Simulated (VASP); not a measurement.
The input files of a VASP run:

POSCAR:
```
Ca
1
    0.0000000000     2.7900000000     2.7900000000
    2.7900000000     0.0000000000     2.7900000000
    2.7900000000     2.7900000000     0.0000000000
Ca
1
Direct
  0.0000000000   0.0000000000   0.0000000000
```

KPOINTS:
```
Automatic mesh
0
Gamma
10 10 10
0 0 0
```

INCAR:
```
SYSTEM  =  Ca
PREC  =  Accurate; ENCUT  =  520; LREAL  =  .FALSE.
LASPH  =  .TRUE.
EDIFF  =  1E-6; NELM  =  100; ALGO  =  Normal
LMIXTAU  =  .TRUE.
ISMEAR  =  1; SIGMA  =  0.1
METAGGA  =  R2SCAN; LUSE_VDW  =  .TRUE.; BPARAM  =  11.95
CPARAM  =  0.0093
IBRION  =  2; NSW  =  60; ISIF  =  3
EDIFFG  =  -0.01
LWAVE  =  .FALSE.; LCHARG  =  .FALSE.
```

POTCAR, in this order: Ca_sv (PBE.64 set). Program: vasp_std.

Task: Write an equivalent input for Ansatz.

Result: One equivalent input (not run):
Ansatz 0.2 input:
```yaml
crystal:
  lattice:
    - [0.0000000, 2.7900000, 2.7900000]
    - [2.7900000, 0.0000000, 2.7900000]
    - [2.7900000, 2.7900000, 0.0000000]
  atoms:
    - { symbol: Ca, position: [0.0000000, 0.0000000, 0.0000000] }
kpoints:
  mp_grid: { grid: [10, 10, 10] }
hamiltonian:
  xc: r2scan
  dispersion: rvv10
  pseudopotentials: { kind: paw }
scf:
  occupations: { method: methfessel_paxton, width: 0.1 }
  max_iter: 100
relax:
  max_steps: 60
  f_tol: 0.01
  cell: {}
output: { forces: true, stress: true, eigenvalues: true }
```
The two are equivalent in intent, not identical: each code has its own PAW files, so the cut-off isn't converted (ENCUT is set for VASP's; basis.ecutwfc is left out, and Ansatz then takes the one that its files recommend); Ansatz stops its SCF on the density residual and VASP on the energy change (EDIFF).

The compound is Ca in the fcc structure. This run relaxes it. Symmetry was kept, so distortions that lower it aren't found.
